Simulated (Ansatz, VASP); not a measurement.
# HfC in two plane-wave programs

One calculation is typed for both programs; each brings its own data sets. How far apart do they land? The cell is taken from a series of runs on this material, whose earlier steps may have relaxed, scaled, displaced or heated it; both programs get it as it stands.

Calculated with Ansatz 0.2.0; plane waves, with VASP 6.6.1 beside it; zone-centre phonons at PBEsol.

### Step 1. Set-up

It takes space group I4/mmm (No. 139, tetragonal). Conventional cell: a = 3.274 Å, b = 3.274 Å, c = 4.469 Å, α = 90.00°, β = 90.00°, γ = 90.00°. C has 6 Hf at 2.23 to 2.32 Å nearest. Hf has 6 C at 2.23 to 2.32 Å nearest. Farther neighbours are not listed.

### Step 2. Ansatz: zone-centre phonons, PBEsol

Ansatz runs on its PAW soft_1 files.

Second derivatives magnify differences that forces hide, and they need a tight electronic threshold.

Input file input.yaml:

```yaml
crystal:
  lattice:
    - [0.0, 2.3152608013, 2.2344726684]
    - [2.3152608013, 0.0, 2.2344726684]
    - [2.3152608013, 2.3152608013, 0.0]
  atoms:
    - { symbol: C, position: [0.0, 0.0, 0.0] }
    - { symbol: Hf, position: [0.5, 0.5, 0.5] }
kpoints:
  mp_grid: { grid: [16, 16, 16] }
hamiltonian:
  xc: pbesol
  pseudopotentials: { kind: paw, azcp: { folder: soft_1 }, xc_functional: pbe }
scf:
  occupations: { method: methfessel_paxton, width: 0.2 }
output:
  eigenvalues: true
phonons:
  method: dfpt
```

Launch:

```sh
$ ansatz run input.yaml --threads 4 --pin off --max-ram 10240MiB --backend cpu --events-out ev --progress --plain --runs-dir out
```

Numbers of over 12 decimals in the logs are rounded to 6 here.

Log:

```text
zone centre: on kpoints.mp_grid the ground state, and the responses unless they are solved on pairs of k-points, stand on 621 of the mesh's 4096 k-points, reduced under 8 symmetry operations, with k and −k counted as one. Each operation leaves every solved displacement unchanged or reverses it
Engine: ansatz 0.2.0, aarch64-unknown-linux-gnu
Pseudopotentials: kind: paw
Pseudopotential: C, paw, valence charge 4, recommended cutoff 420 eV (normal), soft_1/C.paw.azcp
Pseudopotential: Hf, paw, valence charge 26, recommended cutoff 420 eV (normal), soft_1/Hf.paw.azcp
Functional definition: PBEsol
  exchange = pbesol_x
  correlation = pbesol_c
Crystal: 2 atoms, lattice volume = 23.955 Å³
Basis set: ecut = 420 eV, 499 PW (Γ), exchange–correlation on 48×48×48 points (8 copies of the dense FFT grid, shifted against one another)
Bands: 19, of which v1, the nominal top of the filled ones, is band 15 counted from 1 (14 counted from 0)
Symmetry: 16 space group operations
k-points: 621 of 4096 (irreducible under 8 space group operations)
Non-local potential: C, projectors of the file, l = 0: 2, l = 1: 2, l = 2: 1
Non-local potential: Hf, projectors of the file, l = 0: 3, l = 1: 2, l = 2: 2, l = 3: 3
PAW form: soft (Blöchl's): semilocal exchange-correlation on the pseudo side does not see the compensation charge
PAW frozen core: C, regenerated for the run's functional, and the local potential with it (the file was generated under x = pbe(κ = 0.804, μ = 0.219515), c = pbe(β = 0.066725))
PAW frozen core: Hf, regenerated for the run's functional, and the local potential with it (the file was generated under x = pbe(κ = 0.804, μ = 0.219515), c = pbe(β = 0.066725))
PAW one-centre angular grid: C, 110 points (default); XC on 64 Gauss nodes
PAW one-centre angular grid: Hf, 590 points (default); XC on 64 Gauss nodes
Initial density: superposition of atomic densities (chi_scale 0.1, normalization cell, long waves kept (reshape's long-wave potential 0.00 eV rms))
Initial wavefunctions: pseudopotential atomic-orbital guess
Functional: x = pbesol(κ = 0.804, μ = 0.123457), c = pbesol(β = 0.046)
SCF iter   1: F=—  HF=-15848.040868 eV  |F-HF|=—  |Δ(HF+E_count)|=         —  Δρ=8.92e-2  dr2=2.54e0  ethr=3.10e-3  ⟨swp⟩=4.9  Hψ=52028  notcnv=0
preconditioner: auto → Kerker (q_TF=auto, 2.833 Å⁻¹)  [metal: Δε(μ)=0.028 eV  Ē_g=17.694 eV  σ=0.200 eV  W_gap=0.12  n_scr=14 (ndim 8)  ℏωp=40.1 eV  f_vac=0.000  D(μ)=0.20/eV (n_scr^D=0)]
SCF iter   2: F=—  HF=-15847.510087 eV  |F-HF|=—  |Δ(HF+E_count)|=   5.31e-1  S|Δr|=    0.00e0  Δρ=3.42e-2  dr2=2.82e-1  ethr=3.10e-3  ⟨swp⟩=2.5  Hψ=22268  notcnv=0
SCF iter   3: F=—  HF=-15847.451560 eV  |F-HF|=—  |Δ(HF+E_count)|=   5.85e-2  S|Δr|=    0.00e0  Δρ=1.42e-2  dr2=2.98e-2  ethr=9.39e-4  ⟨swp⟩=2.0  Hψ=21518  notcnv=0
SCF iter   4: F=—  HF=-15847.443669 eV  |F-HF|=—  |Δ(HF+E_count)|=   7.89e-3  S|Δr|=    0.00e0  Δρ=8.31e-3  dr2=7.88e-3  ethr=9.94e-5  ⟨swp⟩=2.1  Hψ=21170  notcnv=0
SCF iter   5: F=—  HF=-15847.443723 eV  |F-HF|=—  |Δ(HF+E_count)|=   5.48e-5  S|Δr|=    0.00e0  Δρ=1.48e-3  dr2=2.89e-4  ethr=2.63e-5  ⟨swp⟩=2.1  Hψ=19292  notcnv=0
SCF iter   6: F=—  HF=-15847.443674 eV  |F-HF|=—  |Δ(HF+E_count)|=   4.99e-5  S|Δr|=    0.00e0  Δρ=2.62e-4  dr2=1.63e-5  ethr=9.62e-7  ⟨swp⟩=2.6  Hψ=21840  notcnv=0
SCF iter   7: F=—  HF=-15847.443677 eV  |F-HF|=—  |Δ(HF+E_count)|=   3.79e-6  S|Δr|=    0.00e0  Δρ=7.25e-5  dr2=9.28e-7  ethr=5.43e-8  ⟨swp⟩=2.4  Hψ=21862  notcnv=0
SCF iter   8: F=—  HF=-15847.443679 eV  |F-HF|=—  |Δ(HF+E_count)|=   1.38e-6  S|Δr|=    0.00e0  Δρ=1.33e-5  dr2=2.36e-8  ethr=3.09e-9  ⟨swp⟩=3.0  Hψ=23894  notcnv=0
SCF iter   9: F=—  HF=-15847.443679 eV  |F-HF|=—  |Δ(HF+E_count)|=   2.00e-8  S|Δr|=    0.00e0  Δρ=2.70e-6  dr2=1.51e-9  ethr=7.87e-11  ⟨swp⟩=2.5  Hψ=19522  notcnv=0
SCF iter  10: F=—  HF=-15847.443679 eV  |F-HF|=—  |Δ(HF+E_count)|=  7.02e-10  S|Δr|=    0.00e0  Δρ=2.84e-7  dr2=1.44e-11  ethr=5.02e-12  ⟨swp⟩=2.4  Hψ=20732  notcnv=0
SCF iter  11: F=-15847.443679 eV  HF=-15847.443679 eV  |F-HF|=5.46e-12  |Δ(HF+E_count)|=  5.46e-12  S|Δr|=    0.00e0  Δρ=5.35e-8  dr2=3.54e-13  ethr=1.00e-12  ⟨swp⟩=7.9  Hψ=70971  notcnv=0
SCF 1 converged in 11 iterations: F = -15847.443679 eV  dr2 = 3.54e-13
  greatest PAW one-centre occupation: 0.998 electrons in one spin orbital (limit 2), on the Hf atom at site 1 (counted from 0), in its partial waves of l = 0
DFPT response loops at Γ: preconditioner auto → Kerker (q_TF=auto, 2.833 Å⁻¹) (partly filled bands, converged f_vac=0.000); β = 1.00, the filter's whole step (`scf.mixing.beta` (0.50) is not read by the response loops under this deck's `scf.mixing.preconditioner`; to damp them name `kerker` or `kerker_dos`, under which they read `scf.mixing.beta`, and type it under 1.00, their step now; both keys bind the ground state too); Broyden in place of MSR1
SCF converged after 11 iterations
Stability not checked: this state was not tested for a lower state beside it, because cold or Methfessel-Paxton smearing, or corrected tetrahedra, fill the levels in a way that the test cannot read (fill_not_monotonic; see scf.lower_state_search)
Free energy (F): -15847.443679 eV
Harris-Foulkes:  -15847.443679 eV  (|F-HF|=5.46e-12)
Internal energy: -15847.443814 eV  (E = F + TS)
E sigma→0 (E₀):  -15847.443713 eV
Entropy (-TS):   0.000136 eV (0.068 meV/atom)
Fermi energy:    19.435015 eV
--- Per-component energies (eV) ---
  E_band       = 94.919373
  E_kinetic    = 496.760956
  E_local      = -6099.272804  (includes V_loc(G=0)·N_el)
  E_nonlocal   = 91.520957
  E_hartree    = 2997.087159
  E_xc         = -313.048528
  E_vxc        = -314.799120  (∫ρ·V_xc dr)
  E_paw        = -7674.079679  (= ΣΔE_a)
  E_vpaw       = -73.464991  (= ΣTr[D̂ρ^β])
  E_aug_tail   = 0.000102  (compensation charges beyond the density's cutoff)
  E_ewald      = -5347.684134
  E_core_change = 1.272157  (= ΣΔE_core)
  E_smearing   = 0.000136  (= −TS)
  E_closure    = 0.000000  (closes the sum)
  Σ components = -15847.443679   (vs F -15847.443679, Δ=0.00e0)
--- Band table (eV; the first three rows and the last of 621) ---
  k-point 0: bands = [... 11 lower, 8.6835, 20.4564, 20.4564, 20.6114, 20.6114, 20.6810, 21.0110, 22.6428]
  k-point 1: bands = [... 11 lower, 8.6822, 19.6655, 19.8410, 20.0515, 20.9063, 21.0769, 21.3805, 23.1808]
  k-point 2: bands = [... 11 lower, 8.6816, 18.5825, 18.9890, 19.1947, 21.2774, 21.4208, 21.8074, 24.3019]
  k-point 620: bands = [... 11 lower, 8.8256, 17.1491, 17.3362, 19.2687, 19.2687, 24.9828, 26.4741, 26.4741]
--- Phonons (Γ-DFPT): 4 representative perturbations + reference, on 621 of 4096 k-points (Σ response iterations 12) ---
  k mesh reduced under 8 symmetry operations, with k and −k counted as one. Each operation leaves every solved displacement unchanged or reverses it
  ASR residual: 2.018e-5 → 0.000e0 eV/Å²; symmetrization residual: 1.176e-6 eV/Å²
  ASR residual per site (eV/Å²): 1.66e-5 2.02e-5
  Γ frequencies (cm⁻¹): 0.00 0.00 0.00 431.56 431.56 550.39
  non-analytic LO–TO correction: not included (Born effective charges unavailable; polar crystals: no LO–TO splitting at Γ)
```

In the SCF lines HF is the Harris–Foulkes energy and dr2 the Hartree energy of the density residual, in eV; the loop may stop once dr2 is under the threshold and the program's other checks hold. Hψ counts applications of the Hamiltonian.

(Part 1 of 2 ends here.)

[Lines on the potential files, build, host, timing and source positions are cut from VASP's logs without a mark.]

[Logs are printed without paths, hosts, clocks, repeated set-up lines and the standing remarks that a program may print on its own settings, such as how far it seeks lower states.]

[Hosts, paths, dates, database ids (printed as entryN), source tags and the programs' standing remarks are cut or masked in the printed files.]
